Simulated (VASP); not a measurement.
```
ZrS2
1.0
    1.79896    -3.11589     0.00000
    1.79896     3.11589     0.00000
    0.00000     0.00000     5.64307
Zr S
1 2
Direct
  0.00000   0.00000   0.00000
  0.33333   0.66667   0.25717
  0.66667   0.33333   0.74283
```

Computed with LDA (Ceperley-Alder, Perdew-Zunger), VASP's LDA PAW potentials (set 64) (plane waves; VASP 6.6.1). Numerical set-up: 520 eV cut-off, Gaussian smearing of 0.050 eV, potentials Zr_sv S.

Task: Give the energies of bands 7 to 15 at the high-symmetry points, in eV from the valence-band maximum.

Result: 
| band | Γ | M | K | A | L | H |
|---|---|---|---|---|---|---|
| 7 | -5.10 | -4.91 | -3.97 | -3.58 | -5.05 | -4.03 |
| 8 | -3.11 | -2.95 | -3.87 | -3.04 | -3.80 | -4.03 |
| 9 | -3.11 | -2.88 | -3.87 | -3.04 | -3.02 | -3.36 |
| 10 | -0.25 | -2.77 | -2.44 | -2.38 | -2.67 | -2.53 |
| 11 | -0.25 | -2.32 | -2.44 | -0.49 | -1.09 | -2.09 |
| 12 | 0.00 | -1.54 | -1.63 | -0.49 | -0.88 | -2.09 |
| 13 | 1.28 | 0.69 | 1.99 | 1.22 | 0.46 | 2.14 |
| 14 | 1.28 | 3.17 | 3.04 | 1.22 | 3.16 | 2.56 |
| 15 | 1.97 | 3.54 | 3.04 | 2.44 | 3.53 | 2.56 |

The gap is indirect, 0.46 eV, from the valence maximum at Γ to the conduction minimum at L.

Measured: gap 1.70 eV (computed value off by -1.24 eV), as given by Miłosz Rybak et al., Nanomaterials (2022), arXiv:2210.12074.

The compound is ZrS2 in the 1T layered structure. It was relaxed first, which changed the volume by -6 %.
